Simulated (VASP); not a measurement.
Output of a VASP run:

File OSZICAR:
```
       N       E                     dE             d eps       ncg     rms          rms(c)
DAV:   1     0.552124866092E+02    0.55212E+02   -0.81101E+03   680   0.119E+03
DAV:   2    -0.358688488406E+02   -0.91081E+02   -0.83875E+02  1052   0.233E+02
DAV:   3    -0.404065771450E+02   -0.45377E+01   -0.44959E+01   824   0.515E+01
DAV:   4    -0.404744809275E+02   -0.67904E-01   -0.67784E-01   860   0.736E+00
DAV:   5    -0.404763094060E+02   -0.18285E-02   -0.18280E-02   816   0.117E+00    0.918E+00
DAV:   6    -0.386427291398E+02    0.18336E+01   -0.17013E+00   816   0.907E+00    0.538E+00
DAV:   7    -0.380059770530E+02    0.63675E+00   -0.21081E+00   780   0.101E+01    0.131E+00
DAV:   8    -0.380205477320E+02   -0.14571E-01   -0.77417E-02   756   0.193E+00    0.117E-01
DAV:   9    -0.380207815382E+02   -0.23381E-03   -0.15182E-03   836   0.312E-01    0.859E-02
DAV:  10    -0.380218084029E+02   -0.10269E-02   -0.14012E-03   732   0.278E-01    0.553E-02
DAV:  11    -0.380218137749E+02   -0.53720E-05   -0.14894E-05   904   0.328E-02    0.878E-03
DAV:  12    -0.380218207328E+02   -0.69579E-05   -0.72342E-06   788   0.224E-02    0.240E-03
DAV:  13    -0.380218207461E+02   -0.13281E-07   -0.16538E-07   856   0.340E-03
   1 F= -.38021821E+02 E0= -.38021821E+02  d E =-.380218E+02
       N       E                     dE             d eps       ncg     rms          rms(c)
DAV:   1    -0.380221193104E+02   -0.29858E-03   -0.95955E-03   684   0.835E-01    0.582E-02
DAV:   2    -0.380219622866E+02    0.15702E-03   -0.19327E-04   768   0.110E-01    0.341E-02
DAV:   3    -0.380218838365E+02    0.78450E-04   -0.23631E-04   828   0.107E-01    0.981E-03
DAV:   4    -0.380218843775E+02   -0.54098E-06   -0.81419E-06   792   0.223E-02    0.389E-03
DAV:   5    -0.380218844264E+02   -0.48917E-07   -0.99367E-07   800   0.848E-03
   2 F= -.38021884E+02 E0= -.38021884E+02  d E =-.636803E-04
```

OUTCAR:
```
------------------------ aborting loop because EDIFF is reached ----------------------------------------
  FORCE on cell =-STRESS in cart. coord.  units (eV):
  Direction    XX          YY          ZZ          XY          YZ          ZX
  --------------------------------------------------------------------------------------
  Total        0.0839229      0.0839229      0.0697091      0.0000000      0.0000000      0.0000000
  in kB        3.0794620      3.0794606      2.5579028      0.0000000      0.0000000      0.0000000
  external PRESSURE =       2.9056084 kB  Pullay stress =       0.0000000 kB
  volume of cell :       43.66
      direct lattice vectors                 reciprocal lattice vectors
     1.230056344 -2.130519592  0.000000000     0.406485445 -0.234684535 -0.000000000
     1.230056344  2.130519592 -0.000000000     0.406485445  0.234684535 -0.000000000
     0.000000000  0.000000000  8.330588383     0.000000000  0.000000000  0.120039540
 POSITION                                       TOTAL-FORCE (eV/Angst)
 -----------------------------------------------------------------------------------
      2.46011      0.00000      2.08265         0.000000     -0.000000     -0.000000
      1.23006     -2.13052      6.24794        -0.000000      0.000000      0.000000
      1.23006      0.71017      2.08265        -0.000000     -0.000000     -0.000000
      1.23006     -0.71017      6.24794         0.000000      0.000000      0.000000
 -----------------------------------------------------------------------------------
    total drift:                                0.000000     -0.000000      0.000000
  FREE ENERGIE OF THE ION-ELECTRON SYSTEM (eV)
  ---------------------------------------------------
  free  energy   TOTEN  =       -38.0218844264 eV

  energy  without entropy=      -38.0218844264  energy(sigma->0) =      -38.02188443

 reached required accuracy - stopping structural energy minimisation
```
(Selected blocks of OUTCAR.)

### POSCAR
```
C
1
    1.2307122972    -2.1316557343     0.0000000000
    1.2307122972     2.1316557343     0.0000000000
    0.0000000000     0.0000000000     8.3217105735
C
4
Direct
  0.0000000000   0.0000000000   0.2500000000
  0.0000000000   0.0000000000   0.7500000000
  0.3333330000   0.6666670000   0.2500000000
  0.6666670000   0.3333330000   0.7500000000
```

Q: Write an INCAR and KPOINTS that could have produced this output.

A: Several could match; the one computed here: the input of the run itself, AM05 GGA, plane waves, VASP's PBE PAW potentials (set 64).

### INCAR
```
LASPH = .True.
LCHARG = .False.
ALGO = Normal   # blocked Davidson
NELM = 100
ISMEAR = 0   # Gaussian
GGA = AM
ENCUT = 520   # plane-wave cut-off (eV)
NSW = 30   # most ionic steps
SYSTEM = C
LWAVE = .False.
ISIF = 4   # ions and shape, fixed volume
SIGMA = 0.05   # width (eV)
IBRION = 2   # conjugate gradients
PREC = Accurate
LREAL = .False.   # projection in real space or not
EDIFF = 1E-7
EDIFFG = -0.01   # ionic stop
```

### KPOINTS
```
Automatic mesh
0
Gamma
10 10 3
0 0 0
```

POTCAR, in this order: C (PBE.64 set). Program: vasp_std.

Without a dispersion term in the relaxation, distances and binding between the weakly bound layers, chains or molecules are unreliable, and so is what depends on them.

The compound is C in the graphite structure. This run relaxes it. Symmetry was kept, so distortions that lower it aren't found.
